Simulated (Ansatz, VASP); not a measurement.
# TePt in two plane-wave programs, part 2 of 2

Aim: how closely do two programs agree when they are given the same cell, functional and k mesh? The cell is taken from a series of runs on this material, whose earlier steps may have relaxed, scaled, displaced or heated it; both programs get it as it stands.

VASP 6.6.1 and Ansatz 0.2.0.

So far: Starting point; VASP: relaxation of cell and atoms, PBEsol.

## (3) Ansatz: relaxation of cell and atoms, PBEsol

Level of this step: Ansatz beside VASP: Kohn-Sham DFT, plane waves, PBEsol (Ansatz).

Ansatz runs on its PAW soft_1 files.

The same cell, functional, mesh and smearing now go to Ansatz, which takes its cutoff from its data sets.

Contents of input.yaml:

```yaml
crystal:
  lattice:
    - [1.9805515656, 1.1434719796, 6.6239591903]
    - [-1.9805515656, 1.1434719796, 6.6239591903]
    - [0.0, -2.2869439591, 6.6239591903]
  atoms:
    - { symbol: Te, position: [0.5984159302, 0.5984159302, 0.5984159302] }
    - { symbol: Te, position: [0.4015840698, 0.4015840698, 0.4015840698] }
    - { symbol: Pt, position: [0.8699481142, 0.8699481142, 0.8699481142] }
    - { symbol: Pt, position: [0.1300518858, 0.1300518858, 0.1300518858] }
kpoints:
  mp_grid: { grid: [9, 9, 9] }
hamiltonian:
  xc: pbesol
  pseudopotentials: { kind: paw, azcp: { folder: soft_1 }, xc_functional: pbe }
scf:
  occupations: { method: methfessel_paxton, width: 0.2 }
output:
  forces: true
  stress: true
  eigenvalues: true
relax:
  adjacent_minimum: "off"
  f_tol: 0.001
  max_steps: 60
  cell: { stress_tol: 0.01 }
```

The run is started by

```console
$ ansatz run input.yaml --threads 16 --pin off --max-ram 92160MiB --backend cuda --events-out ev --progress --plain --runs-dir out --max-vram 78GiB
```

Numbers of over 12 decimals in the logs are rounded to 6 here.

The log of the run:

```text
basis.fft_grid_basis auto: the FFT boxes are laid along the combinations [[1, 0, -1], [0, 1, -1], [0, 0, 1]] of the cell's own vectors, 3.961, 3.961 and 7.008 Å long. The dense box has 27×27×48 points. Along the cell's own vectors, as sized, it would have 48×48×48, 3.16 times as many. Of the 12 symmetry operations that the crystal satisfies within crystal.symmetry.tolerance (time reversal apart; of a slab, those that [...]
Engine: ansatz 0.2.0, aarch64-unknown-linux-gnu
Pseudopotentials: kind: paw
Pseudopotential: Te, paw, valence charge 16, recommended cutoff 420 eV (normal), soft_1/Te.paw.azcp
Pseudopotential: Pt, paw, valence charge 18, recommended cutoff 420 eV (normal), soft_1/Pt.paw.azcp
Functional definition: PBEsol
  exchange = pbesol_x
  correlation = pbesol_c
[...]
Crystal: 4 atoms, lattice volume = 90.008 Å³
Basis set: ecut = 420 eV, 1763 PW (Γ), FFT grids on a1−a3, a2−a3, a3, exchange–correlation on 54×54×96 points (8 copies of the dense FFT grid, shifted against one another)
Bands: 41, of which v1, the nominal top of the filled ones, is band 34 counted from 1 (33 counted from 0)
Symmetry: 12 space group operations
Space group: R-3m (ITA 166), of the structure as read, at distance tolerance 4.5e-5 Å
k-points: 85 of 729
Non-local potential: Te, projectors of the file, l = 0: 2, l = 1: 2, l = 2: 2, l = 3: 1
Non-local potential: Pt, projectors of the file, l = 0: 3, l = 1: 2, l = 2: 2, l = 3: 1
PAW form: soft (Blöchl's): semilocal exchange-correlation on the pseudo side does not see the compensation charge
PAW frozen core: Te, regenerated for the run's functional, and the local potential with it (the file was generated under x = pbe(κ = 0.804, μ = 0.219515), c = pbe(β = 0.066725))
PAW frozen core: Pt, regenerated for the run's functional, and the local potential with it (the file was generated under x = pbe(κ = 0.804, μ = 0.219515), c = pbe(β = 0.066725))
PAW one-centre angular grid: Te, 590 points (default); XC on 64 Gauss nodes
PAW one-centre angular grid: Pt, 590 points (default); XC on 64 Gauss nodes
Initial density: superposition of atomic densities (chi_scale 0.1, normalization cell, long waves kept (reshape's long-wave potential 0.06 eV rms))
Initial wavefunctions: pseudopotential atomic-orbital guess
[...]
Functional: x = pbesol(κ = 0.804, μ = 0.123457), c = pbesol(β = 0.046)
SCF iter   1: F=—  HF=-38576.783806 eV  |F-HF|=—  |Δ(HF+E_count)|=         —  Δρ=7.92e-2  dr2=7.67e0  ethr=3.10e-3  ⟨swp⟩=7.8  Hψ=15308  notcnv=0
preconditioner: auto → Kerker (q_TF=auto, 2.604 Å⁻¹)  [metal: Δε(μ)=0.022 eV  Ē_g=8.520 eV  σ=0.200 eV  W_gap=0.09  n_scr=28 (ndim 8)  ℏωp=22.1 eV  f_vac=0.009  D(μ)=2.34/eV (n_scr^D=16)]
SCF iter   2: F=—  HF=-38575.635985 eV  |F-HF|=—  |Δ(HF+E_count)|=    1.15e0  S|Δr|=    0.00e0  Δρ=3.80e-2  dr2=1.84e0  ethr=3.10e-3  ⟨swp⟩=2.0  Hψ=5436  notcnv=0  defer=170
[...]
SCF iter   9: F=-38575.324798 eV  HF=-38575.324798 eV  |F-HF|=1.96e-10  |Δ(HF+E_count)|=   7.05e-8  S|Δr|=    0.00e0  Δρ=2.90e-6  dr2=7.72e-9  ethr=1.47e-10  ⟨swp⟩=11.4  Hψ=18533  notcnv=0
SCF 1 converged in 9 iterations: F = -38575.324798 eV  dr2 = 7.72e-9
  greatest PAW one-centre occupation: 1.000 electrons in one spin orbital (limit 2), on the Pt atom at site 3 (counted from 0), in its partial waves of l = 0
relax step   1: F+E_penalty+E_count = -38575.32479824 eV  Δ(F+E_penalty+E_count) = +0.000e0 eV  max|allowed force component| = 2.634e-3 eV/Å  Δτ_max = 0.0000 Å  P = -0.004 GPa  Ω = 90.008 Å³  (9 SCF iters, dr2 threshold 1.00e-7 eV, accepted)
[...]
Crystal: 4 atoms, lattice volume = 90.118 Å³
[...]
iter 1 solved again at ethr=6.33e-8 eV; its pass at ethr=3.10e-3 eV (dr2=4.30e-5 eV) is discarded
SCF iter   1: F=—  HF=-38575.324203 eV  |F-HF|=—  |Δ(HF+E_count)|=         —  Δρ=2.99e-4  dr2=4.12e-5  ethr=6.33e-8  ⟨swp⟩=3.0  Hψ=16987  notcnv=0
[...]
SCF 2 converged in 6 iterations: F = -38575.324720 eV  dr2 = 5.12e-11
[...]
SCF 3 converged in 8 iterations: F = -38575.324794 eV  dr2 = 4.59e-14
[...]
SCF 4 converged in 4 iterations: F = -38575.324793 eV  dr2 = 4.19e-11
[...]
SCF 5 converged in 5 iterations: F = -38575.324797 eV  dr2 = 2.67e-11
[...]
SCF 6 converged in 6 iterations: F = -38575.324794 eV  dr2 = 3.02e-13
[...]
SCF 7 converged in 5 iterations: F = -38575.324806 eV  dr2 = 1.02e-12
[...]
basis re-selected at this cell: Δ(F+E_penalty+E_count) = -1.251e-5 eV, ΔP = -0.000 GPa vs the last step (what re-selecting the basis moved, of the pressure what is left beyond the Pulay correction that the steps carried, after the strain that the cell walked since its last selection, with what the two solves' SCF thresholds leave and, on support functions, any second-order correction that the steps lacked; it is no m [...]
SCF converged after 5 iterations
Stability not checked: this state was not tested for a lower state beside it, because cold or Methfessel-Paxton smearing, or corrected tetrahedra, fill the levels in a way that the test cannot read (fill_not_monotonic; see scf.lower_state_search)
Free energy (F): -38575.324806 eV
Harris-Foulkes:  -38575.324806 eV  (|F-HF|=0.00e0)
Internal energy: -38575.326030 eV  (E = F + TS)
E sigma→0 (E₀):  -38575.325112 eV
Entropy (-TS):   0.001224 eV (0.306 meV/atom)
Fermi energy:    14.508406 eV
--- Per-component energies (eV) ---
  E_band       = -927.299394
  E_kinetic    = 1542.661979
  E_local      = -7608.009736  (includes V_loc(G=0)·N_el)
  E_nonlocal   = 549.557515
  E_hartree    = 3384.431772
  E_xc         = -707.084935
  E_vxc        = -748.281361  (∫ρ·V_xc dr)
  E_paw        = -27878.664070  (= ΣΔE_a)
  E_vpaw       = -1432.093799  (= ΣTr[D̂ρ^β])
  E_aug_tail   = 0.002466  (compensation charges beyond the density's cutoff)
  E_ewald      = -7859.544707
  E_core_change = 1.323685  (= ΣΔE_core)
  E_smearing   = 0.001224  (= −TS)
  E_closure    = 0.000000  (closes the sum)
  Σ components = -38575.324806   (vs F -38575.324806, Δ=0.00e0)
--- Forces (eV/Å), atoms counted from 1 ---
  atom   1  Te     0.00000000     0.00000000     0.00059352
  atom   2  Te     0.00000000    -0.00000000    -0.00059352
  atom   3  Pt    -0.00000000    -0.00000000    -0.00039579
  atom   4  Pt     0.00000000     0.00000000     0.00039579
  max |Σ_I F_I| component: 8.96e-18 eV/Å
--- Stress (GPa, compression-positive) ---
       -0.001370      -0.000000       0.000000
       -0.000000      -0.001370       0.000000
        0.000000       0.000000       0.003922
  P = ⅓ Tr σ = 0.0004 GPa (0.004 kbar)
--- Band table (eV; the first three rows and the last of 85) ---
  k-point 0: bands = [... 30 lower, 12.8079, 15.1840, 15.1840, 15.4167, 15.7793, 17.4094, 17.4094, 19.1340, ... 3 higher]
  k-point 1: bands = [... 30 lower, 12.8711, 14.0759, 15.1179, 15.7076, 16.3956, 16.6781, 17.0676, 19.6702, ... 3 higher]
  k-point 2: bands = [... 30 lower, 12.7674, 13.0542, 14.3991, 14.9363, 15.8864, 16.3712, 17.6768, 19.1902, ... 3 higher]
  k-point 84: bands = [... 30 lower, 12.9910, 13.0629, 14.6900, 15.1709, 16.0753, 16.9620, 18.0794, 19.7914, ... 3 higher]
--- Relaxed structure (6 steps of the walk, 4 accepted, 1 SCFs on fresh bases) ---
  F+E_penalty+E_count = -38575.32480628 eV   max|allowed force component| = 5.935e-4 eV/Å   (the final SCF, on the basis selected at the relaxed cell)
  cell:  # Å, volume = 90.0437 Å³
    - [1.980376, 1.143370, 6.627770]
    - [-1.980376, 1.143370, 6.627770]
    - [0, -2.286741, 6.627770]
  atoms:
    - { symbol: Te, position: [0.598368, 0.598368, 0.598368] }
    - { symbol: Te, position: [0.401632, 0.401632, 0.401632] }
    - { symbol: Pt, position: [0.869928, 0.869928, 0.869928] }
    - { symbol: Pt, position: [0.130072, 0.130072, 0.130072] }
```

In the SCF lines HF is the Harris–Foulkes energy and dr2 the Hartree energy of the density residual, in eV; the loop may stop once dr2 is under the threshold and the program's other checks hold. Hψ counts applications of the Hamiltonian.

## (4) Comparison

Known differences besides the potentials themselves: the data sets hold 68 valence electrons in Ansatz (on its PAW soft_1 files) and 32 in VASP; the cutoff is 420 eV in Ansatz and 500 eV in VASP; Ansatz makes its cores anew for this functional, VASP keeps those of its PBE data sets; Ansatz adds a Pulay correction to the stress that steers its cell, VASP none. Total energies have different zeros and are not compared.

Compared:

| quantity | Ansatz | VASP | difference |
| --- | --- | --- | --- |
| volume (Å³) | 90.04 | 89.92 | +0.14 % |
| edge a after relaxation, in the typed setting (Å) | 7.011 | 7.006 | +0.07 % |

## (5) Summary of results

```
difference in volume (relaxation of cell and atoms, PBEsol) : 0.14 %
```

The difference in volume is 0.14 % (relaxation of cell and atoms, PBEsol), within the 1.2 % picked in this series as the mark of a large difference, as far as the stopping tolerances let one tell. The data sets hold unlike numbers of valence electrons (68 in Ansatz and 32 in VASP), so part of the differences comes from the potentials. How closely two codes agree says nothing of how well the functional describes the real material.

[Lines on the potential files, build, host, timing and source positions are cut from VASP's logs without a mark.]

[Logs are printed without paths, hosts, clocks, repeated set-up lines and the standing remarks that a program may print on its own settings, such as how far it seeks lower states.]

[Hosts, paths, dates, database ids (printed as entryN), source tags and the programs' standing remarks are cut or masked in the printed files.]
